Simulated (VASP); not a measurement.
Data:

```xyz
2
Lattice="2.9658 0.0000 0.0000 0.0000 2.9658 0.0000 0.0000 0.0000 2.9658" Properties=species:S:1:pos:R:3 pbc="T T T"
Ti     0.0000     0.0000     0.0000
Co     1.4829     1.4829     1.4829
```

Computed with PBE GGA, VASP's PBE PAW potentials (set 64) (plane waves; VASP). Settings: 400 eV cut-off, 11×11×11 Γ-centred mesh, first-order Methfessel-Paxton smearing of 0.10 eV, potentials Ti_sv Co.

### Question
Estimate the energy per atom (σ→0), band gap (on the k-mesh) with the smallest direct gap where there is one.

### Answer

- band gap (on the k-mesh): none (metal, semimetal or under 0.01 eV)
- energy per atom (σ→0): -7.814 eV/atom

The absolute energy has meaning only against runs of the same code, potentials and settings.

The compound is TiCo in the CsCl type structure. It was relaxed first. The start is the result of an earlier pass. The run is not spin-polarised, so no magnetic state was tried. The electron count is odd and the run is not spin-polarised, which forces a metal.
